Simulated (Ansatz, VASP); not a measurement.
# ZnSe (Stilleite): VASP beside Ansatz, part 2 of 3

One calculation is typed for both programs; each brings its own data sets. How far apart do they land? The cell is taken from a series of runs on this material, whose earlier steps may have relaxed, scaled, displaced or heated it; both programs get it as it stands.

VASP 6.6.1 and Ansatz 0.2.0.

So far: The structure; Ansatz: zone-centre phonons, LDA, pair 1.

## 3. VASP: zone-centre phonons, LDA, pair 1

Level of this step: LDA; plane waves and PAW (Zn, Se) (VASP).

The same cell, functional (in two slightly different forms) and mesh now go to VASP, with its own data sets.

Lines of VASP's logs that name or quote its potential files are left out, and so is its time.

File INCAR:

```
SYSTEM = ZnSe
PREC = Accurate
ENCUT = 500
EDIFF = 1E-08
NELM = 120
ISMEAR = 0
SIGMA = 0.01
LREAL = .FALSE.
ALGO = Normal
GGA = PW92
NBANDS = 15
LORBIT = 11
LWAVE = .FALSE.
LCHARG = .FALSE.
ISIF = 2
IBRION = 8
LEPSILON = .TRUE.
LASPH = .TRUE.
GGA_COMPAT = .FALSE.
EFERMI = MIDGAP
KPAR = 2
```

File POSCAR:

```
ZnSe
1.0
    0.0000000000      2.7268497799      2.7268497799
    2.7268497799      0.0000000000      2.7268497799
    2.7268497799      2.7268497799      0.0000000000
Zn Se
1 1
Direct
    0.0000000000      0.0000000000      0.0000000000
    0.7500000000      0.7500000000      0.7500000000
```

File KPOINTS:

```
Automatic mesh
0
Gamma
12 12 12
0 0 0
```

PAW data sets: Zn and Se (LDA family, release 64).

On the command line:

```
> mpirun -np 2 vasp_std
```

Numbers of over 12 decimals in the logs are rounded to 6 here.

The program printed:

```text
[banner, memory and clock lines left out]
running    2 mpi-ranks, on    1 nodes
 distrk:  each k-point on    1 cores,    2 groups
 distr:  one band on    1 cores,    1 groups

 POSCAR found type information on POSCAR ZnSe
 POSCAR found :  2 types and       2 ions
|                                                                             |
|               ----> ADVICE to this user running VASP <----                  |
|                                                                             |
|     You enforced a specific xc type in the INCAR file but a different       |
|     [... a line on the potential file left out ...]
|     I HOPE YOU KNOW WHAT YOU ARE DOING!                                     |
|                                                                             |

 LDA part: xc-table for (Slater(with rela. corr.)+PW92), standard interpolation
 POSCAR, INCAR and KPOINTS ok, starting setup
 FFT: planning ... GRIDC
 FFT: planning ... GRID_SOFT
 FFT: planning ... GRID
 WAVECAR not read
 entering main loop
       N       E                     dE             d eps       ncg     rms          rms(c)
DAV:   1     0.868091372077E+02    0.86809E+02   -0.87779E+03  2160   0.138E+03
DAV:   2    -0.217352444663E+01   -0.88983E+02   -0.84395E+02  2391   0.266E+02
DAV:   3    -0.760307850220E+01   -0.54296E+01   -0.54077E+01  2615   0.652E+01
DAV:   4    -0.764803335290E+01   -0.44955E-01   -0.44949E-01  2524   0.620E+00
DAV:   5    -0.764825363762E+01   -0.22028E-03   -0.22028E-03  2713   0.409E-01    0.599E+00
DAV:   6    -0.735835033462E+01    0.28990E+00   -0.60090E-01  2939   0.285E+01    0.445E+00
DAV:   7    -0.732896550076E+01    0.29385E-01   -0.18597E-01  2566   0.444E+00    0.181E+00
DAV:   8    -0.732429788259E+01    0.46676E-02   -0.40855E-03  3247   0.100E+00    0.457E-01
DAV:   9    -0.732368393736E+01    0.61395E-03   -0.10662E-03  2510   0.288E-01    0.589E-02
DAV:  10    -0.732370016963E+01   -0.16232E-04   -0.15437E-04  2963   0.145E-01    0.216E-02
DAV:  11    -0.732369123653E+01    0.89331E-05   -0.18527E-05  3254   0.724E-02    0.638E-03
DAV:  12    -0.732369113038E+01    0.10615E-06   -0.34354E-06  2531   0.160E-02    0.142E-03
DAV:  13    -0.732369115700E+01   -0.26625E-07   -0.19411E-07  2706   0.333E-03    0.541E-04
DAV:  14    -0.732369115696E+01    0.45929E-10   -0.87881E-10  1584   0.321E-04
   1 F= -.73236912E+01 E0= -.73236912E+01  d E =0.000000E+00
 Linear response reoptimize wavefunctions to high precision
DAV:   1    -0.732369115632E+01    0.63665E-09   -0.17184E-09  1934   0.426E-04
DAV:   2    -0.732369115635E+01   -0.25238E-10   -0.43462E-10  1325   0.176E-04
 Linear response G [H, r] |phi>, progress :
  Direction:   1
       N       E                     dE             d eps       ncg     rms
RMM:   1    -0.533853214385E+02   -0.53385E+02    0.17560E+02  3561   0.719E+01
RMM:   2    -0.547953747728E+02   -0.14101E+01   -0.10132E+01  3657   0.250E+01
RMM:   3    -0.549565946209E+02   -0.16122E+00   -0.50865E-01  3875   0.537E+00
RMM:   4    -0.549633781886E+02   -0.67836E-02   -0.16034E-02  4027   0.106E+00
RMM:   5    -0.549644392496E+02   -0.10611E-02   -0.95727E-04  4120   0.277E-01
RMM:   6    -0.549645475748E+02   -0.10833E-03    0.72827E-04  4162   0.768E-02
RMM:   7    -0.549646176569E+02   -0.70082E-04    0.28657E-04  4136   0.247E-02
RMM:   8    -0.549646353171E+02   -0.17660E-04    0.15588E-04  3669   0.857E-03
RMM:   9    -0.549646423326E+02   -0.70155E-05    0.11847E-04  3261   0.329E-03
RMM:  10    -0.549646512885E+02   -0.89559E-05    0.69818E-05  2990   0.158E-03
RMM:  11    -0.549646516843E+02   -0.39584E-06    0.14436E-05  2627   0.897E-04
RMM:  12    -0.549646505975E+02    0.10869E-05    0.55774E-05  2319   0.717E-04
RMM:  13    -0.549646505840E+02    0.13477E-07    0.10813E-05  2085   0.614E-04
RMM:  14    -0.549646506439E+02   -0.59944E-07    0.41860E-05  1930   0.604E-04
RMM:  15    -0.549646506570E+02   -0.13031E-07   -0.15810E-05  1791   0.586E-04
RMM:  16    -0.549646509354E+02   -0.27848E-06    0.25799E-05  1643   0.591E-04
 Linear response G [H, r] |phi>, progress :
  Direction:   2
       N       E                     dE             d eps       ncg     rms
RMM:   1    -0.546433372928E+02   -0.54643E+02    0.14112E+02  3552   0.701E+01
RMM:   2    -0.571156896861E+02   -0.24724E+01   -0.93288E+00  3603   0.237E+01
RMM:   3    -0.572293749319E+02   -0.11369E+00   -0.43714E-01  3861   0.502E+00
RMM:   4    -0.572346272709E+02   -0.52523E-02   -0.16231E-02  4027   0.102E+00
RMM:   5    -0.572356329904E+02   -0.10057E-02   -0.12943E-03  4087   0.269E-01
RMM:   6    -0.572357268068E+02   -0.93816E-04    0.56388E-04  4144   0.758E-02
RMM:   7    -0.572357980937E+02   -0.71287E-04    0.11286E-04  4102   0.247E-02
RMM:   8    -0.572358148460E+02   -0.16752E-04   -0.40337E-06  3613   0.877E-03
[...]
Direction:   1
       N       E                     dE             d eps       ncg     rms          rms(c)
RMM:   1    -0.833484827823E+00   -0.83348E+00   -0.32477E+00  2889   0.387E+00
RMM:   2    -0.890391269855E+00   -0.56906E-01   -0.14196E-02  3778   0.738E-01
RMM:   3    -0.890755490183E+00   -0.36422E-03   -0.62066E-04  3819   0.117E-01
RMM:   4    -0.890761059605E+00   -0.55694E-05   -0.76986E-05  3923   0.251E-02
RMM:   5    -0.890761492944E+00   -0.43334E-06   -0.11518E-05  3899   0.773E-03
[...]
RMM:   4    -0.741842820962E+00   -0.11439E-01   -0.24692E-02 14875   0.852E-01    0.137E-01
RMM:   5    -0.748588953401E+00   -0.67461E-02   -0.10395E-03 14776   0.179E-01    0.265E-02
RMM:   6    -0.749241852647E+00   -0.65290E-03   -0.89485E-05 14233   0.477E-02    0.159E-02
RMM:   7    -0.749449959549E+00   -0.20811E-03   -0.11481E-05 14965   0.136E-02    0.997E-04
RMM:   8    -0.749465557479E+00   -0.15598E-04   -0.26979E-06 14979   0.257E-03    0.659E-04
RMM:   9    -0.749462955313E+00    0.26022E-05   -0.77072E-07 15401   0.912E-04    0.978E-05
RMM:  10    -0.749464655123E+00   -0.16998E-05   -0.31272E-07 12891   0.260E-04    0.607E-05
RMM:  11    -0.749465104473E+00   -0.44935E-06   -0.84137E-08 11613   0.126E-04    0.101E-05
RMM:  12    -0.749464958144E+00    0.14633E-06    0.44406E-09  5836   0.510E-05    0.335E-06
 change of polarisation eV/A/(eV/A) component  1 :     1.420     0.328     0.189
 dielectric tensor                  component  1 :     7.337     1.462     0.843
 Linear response to external field, progress :
  Direction:   2
       N       E                     dE             d eps       ncg     rms          rms(c)
RMM:   1    -0.716707676368E+00   -0.71671E+00   -0.27626E+00 11033   0.368E+00
RMM:   2    -0.767050824040E+00   -0.50343E-01   -0.13350E-02 14727   0.706E-01    0.133E+00
RMM:   3    -0.730409356190E+00    0.36641E-01   -0.22102E-02 14228   0.838E-01    0.715E-01
RMM:   4    -0.741845039025E+00   -0.11436E-01   -0.24675E-02 14865   0.853E-01    0.137E-01
RMM:   5    -0.748583926987E+00   -0.67389E-02   -0.98538E-04 14762   0.179E-01    0.264E-02
RMM:   6    -0.749241688496E+00   -0.65776E-03   -0.70957E-05 14238   0.480E-02    0.159E-02
RMM:   7    -0.749449755035E+00   -0.20807E-03   -0.68287E-06 14960   0.137E-02    0.100E-03
RMM:   8    -0.749466194949E+00   -0.16440E-04   -0.16474E-06 14963   0.261E-03    0.662E-04
RMM:   9    -0.749463593141E+00    0.26018E-05   -0.53484E-07 15405   0.924E-04    0.989E-05
RMM:  10    -0.749465324985E+00   -0.17318E-05   -0.21637E-07 12919   0.262E-04    0.610E-05
RMM:  11    -0.749465786833E+00   -0.46185E-06   -0.40364E-08 11586   0.127E-04    0.103E-05
RMM:  12    -0.749465640555E+00    0.14628E-06   -0.33619E-09  5880   0.512E-05    0.336E-06
 change of polarisation eV/A/(eV/A) component  2 :     0.280     1.420     0.175
 dielectric tensor                  component  2 :     1.248     7.337     0.782
 Linear response to external field, progress :
  Direction:   3
       N       E                     dE             d eps       ncg     rms          rms(c)
RMM:   1    -0.716892398047E+00   -0.71689E+00   -0.27644E+00 11031   0.368E+00
RMM:   2    -0.767029788036E+00   -0.50137E-01   -0.13245E-02 14718   0.706E-01    0.133E+00
RMM:   3    -0.730403730236E+00    0.36626E-01   -0.22102E-02 14227   0.838E-01    0.715E-01
RMM:   4    -0.741837242175E+00   -0.11434E-01   -0.24640E-02 14870   0.852E-01    0.137E-01
RMM:   5    -0.748584927148E+00   -0.67477E-02   -0.97992E-04 14770   0.179E-01    0.265E-02
RMM:   6    -0.749240628431E+00   -0.65570E-03   -0.70049E-05 14221   0.478E-02    0.159E-02
RMM:   7    -0.749449935300E+00   -0.20931E-03   -0.64674E-06 14957   0.136E-02    0.997E-04
RMM:   8    -0.749466148451E+00   -0.16213E-04   -0.14890E-06 14973   0.259E-03    0.662E-04
RMM:   9    -0.749463608584E+00    0.25399E-05   -0.49092E-07 15392   0.916E-04    0.993E-05
RMM:  10    -0.749465340175E+00   -0.17316E-05   -0.20591E-07 12927   0.261E-04    0.605E-05
RMM:  11    -0.749465781728E+00   -0.44155E-06   -0.28869E-08 11546   0.126E-04    0.100E-05
RMM:  12    -0.749465641234E+00    0.14049E-06   -0.13297E-08  5865   0.513E-05    0.333E-06
 change of polarisation eV/A/(eV/A) component  3 :     0.231     0.286     1.420
 dielectric tensor                  component  3 :     1.030     1.274     7.337
 Linear response DOF=           2
 Linear response progress:
  Degree of freedom:   1/  2
       N       E                     dE             d eps       ncg     rms          rms(c)
RMM:   1    -0.212802191580E+00   -0.21280E+00   -0.10434E-04 11782   0.214E+00
RMM:   2    -0.210777429015E+00    0.20248E-02   -0.26873E-03 13353   0.423E-01    0.100E-01
RMM:   3    -0.210583688177E+00    0.19374E-03   -0.52830E-05 15296   0.532E-02    0.599E-02
RMM:   4    -0.210353668921E+00    0.23002E-03   -0.19739E-05 15653   0.316E-02    0.311E-03
RMM:   5    -0.210373369378E+00   -0.19700E-04   -0.13457E-06 16123   0.577E-03    0.972E-04
RMM:   6    -0.210373309152E+00    0.60226E-07    0.84517E-08 16305   0.107E-03    0.302E-04
RMM:   7    -0.210373167889E+00    0.14126E-06   -0.45782E-08 16241   0.335E-04    0.442E-05
RMM:   8    -0.210372813879E+00    0.35401E-06    0.18613E-08 16114   0.106E-04    0.119E-05
RMM:   9    -0.210372790995E+00    0.22885E-07   -0.39380E-09 16769   0.373E-05    0.470E-06
RMM:  10    -0.210372792278E+00   -0.12828E-08    0.44727E-09 15031   0.126E-05    0.177E-06
 first order change of Fermi-energy  -0.39549E+00
 force on displaced ion       1 direction 1 :  -7.707   0.000   0.000
 Born effective charge ion    1 direction 1 :   1.870   0.000   0.000
 Linear response progress:
  Degree of freedom:   2/  2
       N       E                     dE             d eps       ncg     rms          rms(c)
RMM:   1    -0.822024826713E-01   -0.82202E-01    0.10793E-01 20009   0.185E+00
RMM:   2    -0.815854517210E-01    0.61703E-03   -0.33840E-03 13453   0.544E-01    0.132E-01
RMM:   3    -0.818045059295E-01   -0.21905E-03   -0.21202E-04 14766   0.114E-01    0.727E-02
RMM:   4    -0.821300637240E-01   -0.32556E-03   -0.52627E-05 14909   0.472E-02    0.893E-03
RMM:   5    -0.821377688712E-01   -0.77051E-05   -0.32478E-06 15077   0.965E-03    0.425E-03
RMM:   6    -0.821276148778E-01    0.10154E-04   -0.52921E-07 14974   0.250E-03    0.196E-03
RMM:   7    -0.821226120251E-01    0.50029E-05    0.27455E-08 15091   0.926E-04    0.341E-04
RMM:   8    -0.821246295467E-01   -0.20175E-05   -0.19812E-08 15492   0.293E-04    0.486E-05
RMM:   9    -0.821247764694E-01   -0.14692E-06   -0.14424E-09 15675   0.927E-05    0.130E-05
RMM:  10    -0.821247028934E-01    0.73576E-07   -0.26016E-09 15340   0.222E-05    0.312E-06
RMM:  11    -0.821247027377E-01    0.15573E-09   -0.98683E-10 13679   0.841E-06    0.230E-06
 first order change of Fermi-energy   0.39564E+00
 force on displaced ion       2 direction 1 :  -7.803   0.000   0.000
 Born effective charge ion    2 direction 1 :  -1.874   0.000   0.000
 Born effective charges drift removed
 Linear response finished
```

OUTCAR, selected parts (step 3):

```text
ion  position               nearest neighbor table
   1  0.000  0.000  0.000-   2 2.36   2 2.36   2 2.36   2 2.36
   2  0.750  0.750  0.750-   1 2.36   1 2.36   1 2.36   1 2.36

  LATTYP: Found a face centered cubic cell.
 ALAT       =     5.4536995598

 Subroutine GETGRP returns: Found 24 space group operations
 (whereof 24 operations were pure point group operations)

The static configuration has the point symmetry T_d .

 Found     72 irreducible k-points:

   k-points           NKPTS =     72   k-points in BZ     NKDIM =     72   number of bands    NBANDS=     15

   dimension x,y,z NGX =    28 NGY =   28 NGZ =   28
   dimension x,y,z NGXF=    56 NGYF=   56 NGZF=   56

   ENCUT  =  500.0 eV  36.75 Ry    6.06 a.u.   7.03  7.03  7.03*2*pi/ulx,y,z

   NELECT =      18.0000    total number of electrons

 k-points in reciprocal lattice and weights: Automatic mesh
   0.00000000  0.00000000  0.00000000       0.001
   0.08333333  0.00000000  0.00000000       0.005
   0.16666667  0.00000000  0.00000000       0.005
   0.25000000  0.00000000  0.00000000       0.005
   0.33333333  0.00000000  0.00000000       0.005
   0.41666667  0.00000000  0.00000000       0.005
   0.50000000  0.00000000  0.00000000       0.002
   0.08333333  0.08333333  0.00000000       0.003
   0.16666667  0.08333333  0.00000000       0.014
[...]
-0.33333333  0.50000000  0.16666667       0.007
  -0.25000000  0.50000000  0.25000000       0.003

 average (electrostatic) potential at core
       1 -37.4620       2 -61.3531

  Total        1.3988699      1.3988699      1.3988699      0.0000000     -0.0000000      0.0000000
  in kB       55.2680679     55.2680679     55.2680679      0.0000000     -0.0000000      0.0000000
  external PRESSURE =      55.2680679 kB  Pullay stress =       0.0000000 kB

  energy-cutoff  :      500.00
  volume of cell :       40.55
      direct lattice vectors                 reciprocal lattice vectors
     0.000000000  2.726849780  2.726849780    -0.183361769  0.183361769  0.183361769
     2.726849780  0.000000000  2.726849780     0.183361769 -0.183361769  0.183361769
     2.726849780  2.726849780  0.000000000     0.183361769  0.183361769 -0.183361769

 POSITION                                       TOTAL-FORCE (eV/Angst)
 -----------------------------------------------------------------------------------
      0.00000      0.00000      0.00000        -0.000000      0.000000     -0.000000
      4.09027      4.09027      4.09027         0.000000     -0.000000      0.000000
 -----------------------------------------------------------------------------------
    total drift:                                0.000000      0.000000     -0.000000

 MACROSCOPIC STATIC DIELECTRIC TENSOR (including local field effects in DFT)
 ------------------------------------------------------
           7.336756     0.000000    -0.000000
           0.000000     7.336756    -0.000000
           0.000000     0.000000     7.336756
 ------------------------------------------------------

 PIEZOELECTRIC TENSOR (including local field effects)  for field in x, y, z        (C/m^2)
          XX          YY          ZZ          XY          YZ          ZX
  --------------------------------------------------------------------------------
  x     0.00000     0.00000     0.00000     0.00000     0.65376    -0.00000
  y     0.00000     0.00000    -0.00000     0.00000     0.00000     0.65376
  z    -0.00000    -0.00000     0.00000     0.65376     0.00000     0.00000

 BORN EFFECTIVE CHARGES (including local field effects) (in |e|, cummulative output)
 ---------------------------------------------------------------------------------
 ion    1
    1     1.87226     0.00000     0.00000
    2     0.00000     1.87226     0.00000
    3     0.00000     0.00000     1.87226
 ion    2
    1    -1.87226    -0.00000    -0.00000
    2     0.00000    -1.87226     0.00000
    3    -0.00000     0.00000    -1.87226

 Eigenvectors and eigenvalues of the dynamical matrix
 ----------------------------------------------------

   1 f  =    7.277237 THz    45.724228 2PiTHz  242.742493 cm-1    30.096220 meV
             X         Y         Z           dx          dy          dz
      0.000000  0.000000  0.000000     0.521508    0.521508    0.000000
      4.090275  4.090275  4.090275    -0.477525   -0.477525    0.000000

   2 f  =    7.277237 THz    45.724228 2PiTHz  242.742493 cm-1    30.096220 meV
             X         Y         Z           dx          dy          dz
      0.000000  0.000000  0.000000     0.000000    0.000000    0.737523
      4.090275  4.090275  4.090275     0.000000   -0.000000   -0.675322

   3 f  =    7.277237 THz    45.724228 2PiTHz  242.742493 cm-1    30.096220 meV
             X         Y         Z           dx          dy          dz
      0.000000  0.000000  0.000000     0.521508   -0.521508   -0.000000
      4.090275  4.090275  4.090275    -0.477525    0.477525   -0.000000

   4 f/i=    0.022385 THz     0.140652 2PiTHz    0.746698 cm-1     0.092579 meV
             X         Y         Z           dx          dy          dz
      0.000000  0.000000  0.000000    -0.017638   -0.489194   -0.465228
      4.090275  4.090275  4.090275    -0.019263   -0.534252   -0.508079

   5 f/i=    0.022385 THz     0.140652 2PiTHz    0.746698 cm-1     0.092579 meV
             X         Y         Z           dx          dy          dz
      0.000000  0.000000  0.000000     0.005088   -0.465470    0.489256
      4.090275  4.090275  4.090275     0.005557   -0.508343    0.534319

   6 f/i=    0.022385 THz     0.140652 2PiTHz    0.746698 cm-1     0.092579 meV
             X         Y         Z           dx          dy          dz
      0.000000  0.000000  0.000000     0.675072   -0.009273   -0.015843
      4.090275  4.090275  4.090275     0.737251   -0.010127   -0.017302

 MACROSCOPIC STATIC DIELECTRIC TENSOR IONIC CONTRIBUTION
 ------------------------------------------------------
           2.016946     0.000000     0.000000
           0.000000     2.016946     0.000000
           0.000000     0.000000     2.016946
 ------------------------------------------------------

 ELASTIC MODULI CONTR FROM IONIC RELAXATION (kBar)
 Direction    XX          YY          ZZ          XY          YZ          ZX
 --------------------------------------------------------------------------------
 XX          -0.0000      0.0000      0.0000     -0.0000      0.0000      0.0000
 YY           0.0000     -0.0000      0.0000     -0.0000     -0.0000     -0.0000
 ZZ           0.0000      0.0000     -0.0000      0.0000     -0.0000      0.0000
 XY          -0.0000     -0.0000      0.0000   -396.6630      0.0000      0.0000
 YZ           0.0000     -0.0000     -0.0000      0.0000   -396.6630      0.0000
 ZX           0.0000     -0.0000      0.0000      0.0000      0.0000   -396.6630
 --------------------------------------------------------------------------------

 PIEZOELECTRIC TENSOR IONIC CONTR  for field in x, y, z        (C/m^2)
          XX          YY          ZZ          XY          YZ          ZX
  --------------------------------------------------------------------------------
  x     0.00000    -0.00000    -0.00000    -0.00000    -0.84165    -0.00000
  y     0.00000    -0.00000     0.00000     0.00000     0.00000    -0.84165
  z    -0.00000    -0.00000     0.00000    -0.84165    -0.00000     0.00000
```

The dielectric response converges more slowly with the mesh than energies do, so tensor and charges may still move on a finer one.

## 4. Comparison

Known differences besides the potentials themselves: fixed occupations in Ansatz, narrow Gaussian smearing in VASP; VASP's response is taken on the typed mesh, Ansatz refines its own for the field response alone; the data sets hold 28 valence electrons in Ansatz (on its PAW soft_1 files) and 18 in VASP; the cutoff is 420 eV in Ansatz and 500 eV in VASP; VASP's log shows a relativistic correction to its local exchange, Ansatz's none. Total energies have different zeros and are not compared.

Both answers:

```csv
quantity,Ansatz,VASP,difference
ε∞ xx,7.36,7.34,+0.35 %
ε∞ yy,7.36,7.34,+0.35 %
ε∞ zz,7.36,7.34,+0.35 %
Born charge of Zn1 (mean of the diagonal) (e),1.87,1.87,0.00
Born charge of Se2 (mean of the diagonal) (e),-1.87,-1.87,0.00
optical mode 1 to 3 (cm⁻¹),241.4,242.7,-0.57 %
```

Modes are paired by rising frequency, not by their patterns, so a pair may set unlike modes beside each other; they are those without the splitting of longitudinal modes.

(Part 2 of 3 ends here.)

[Lines on the potential files, build, host, timing and source positions are cut from VASP's logs without a mark.]

[Logs are printed without paths, hosts, clocks, repeated set-up lines and the standing remarks that a program may print on its own settings, such as how far it seeks lower states.]

[Hosts, paths, dates, database ids (printed as entryN), source tags and the programs' standing remarks are cut or masked in the printed files.]
